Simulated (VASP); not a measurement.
**La2Cu2C: single point with r2SCAN**

Crystal: La2Cu2C.

```
CELL_PARAMETERS angstrom
7.37992 0.00000 0.00000
0.00000 7.37992 0.00000
0.00000 0.00000 3.78164
ATOMIC_POSITIONS crystal
C 0.00000 0.00000 0.00000
C 0.50000 0.50000 0.00000
Cu 0.38273 0.88273 0.00000
Cu 0.11727 0.38273 0.00000
Cu 0.61727 0.11727 0.00000
Cu 0.88273 0.61727 0.00000
La 0.17838 0.67838 0.50000
La 0.32162 0.17838 0.50000
La 0.82162 0.32162 0.50000
La 0.67838 0.82162 0.50000
```

The cell was built by a generator and needn't be a form met in nature.

```yaml
Program: VASP 6.6.1
Task: single point
Functional: r2SCAN
Potentials_or_basis: VASP PAW PBE potentials, release 64 (C, Cu, La)
Cutoff: 520 eV
k_mesh: 3 × 3 × 5
Occupations: fermi-dirac, width 0.1 eV
Spin: no spin polarisation
```

```yaml
Largest_force: 0.979 eV/Å
Band_gap_on_the_k_mesh: none (metal or under the smearing width)
```

Forces on the atoms (eV/Å):
```
C    0.000  0.000  0.000
C    0.000  0.000  0.000
Cu  -0.031 -0.031  0.000
Cu   0.031 -0.031  0.000
Cu   0.031  0.031  0.000
Cu  -0.031  0.031  0.000
La   0.692  0.692  0.000
La  -0.692  0.692  0.000
La  -0.692 -0.692  0.000
La   0.692 -0.692  0.000
```

Levels at points of the mesh, in eV from the Fermi level:
```csv
k point,band 43,band 44,band 45,band 46,band 47,band 48,band 49,band 50,band 51,band 52
"(0.00, 0.00, 0.00)",-1.05,-1.05,-0.03,0.30,0.47,0.63,0.68,0.68,0.70,0.75
```

It took 11 min on 1 thread of Intel(R) Xeon(R) Platinum 8375C CPU @ 2.90GHz (Ice Lake), with other jobs on the host, peak memory 0.38 GiB.

Caveat: the cell carries a net charge on a neutralising background, which shifts energy and pressure; the cell is charged against a uniform background, so pressure and absolute levels hang on convention; the PAW data sets were made with another functional, which shifts forces and pressure a little. The run has no spin-orbit coupling, so splittings on La are missing.
